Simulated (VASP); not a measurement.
Consider the following.

```
TlAs
1.0
    0.00000     3.08703     3.08703
    3.08703     0.00000     3.08703
    3.08703     3.08703     0.00000
Tl As
1 1
Direct
  0.00000   0.00000   0.00000
  0.75000   0.75000   0.75000
```

Computed with LDA (Ceperley-Alder, Perdew-Zunger), VASP's LDA PAW potentials (set 64) (plane waves; VASP). Settings: 400 eV cut-off, 9×9×9 Γ-centred mesh, first-order Methfessel-Paxton smearing of 0.10 eV, potentials Tl_d As.

Unless said otherwise, spin-orbit coupling is left out, though it shifts the bands of the heavy elements here.

Question: Predict the energy per atom (σ→0), band gap (on the k-mesh) with the smallest direct gap where there is one.

Answer: 
```yaml
band gap (on the k-mesh): none (metal, semimetal or under 0.01 eV)
energy per atom (σ→0): -4.022 eV/atom
```

The structure comes from a computed database's TlAs entry (F-43m); how it stands against other phases isn't given here. It was relaxed first, which changed the volume by -9 %. The start is the result of an earlier pass.
